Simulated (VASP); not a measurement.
Here is the system:

```
CELL_PARAMETERS angstrom
     -1.57399     1.57399     1.57399
      1.57399    -1.57399     1.57399
      1.57399     1.57399    -1.57399
ATOMIC_POSITIONS crystal
  Mo 0.00000 0.00000 0.00000
```

All values below come from SCAN meta-GGA, VASP's PBE PAW potentials (set 64) (plane waves; VASP 6.6.1). Run with 520 eV cut-off, 18×18×18 Γ-centred mesh, tetrahedra with Blöchl corrections, potentials Mo_sv.

### Question
Give the energies of bands 5 to 10 at the high-symmetry points, in eV from the Fermi level.

### Answer

| band | Γ | H | N | P |
|---|---|---|---|---|
| 5 | -7.79 | -5.61 | -5.66 | -2.86 |
| 6 | -1.52 | -5.61 | -3.68 | -2.86 |
| 7 | -1.52 | 4.21 | 1.53 | -2.86 |
| 8 | -1.52 | 4.21 | 1.91 | 2.80 |
| 9 | 1.99 | 4.21 | 2.66 | 2.80 |
| 10 | 1.99 | 9.26 | 5.02 | 9.92 |

It has no gap at this level: it comes out as a metal or semimetal.

The compound is Mo in the bcc structure. It was relaxed first.
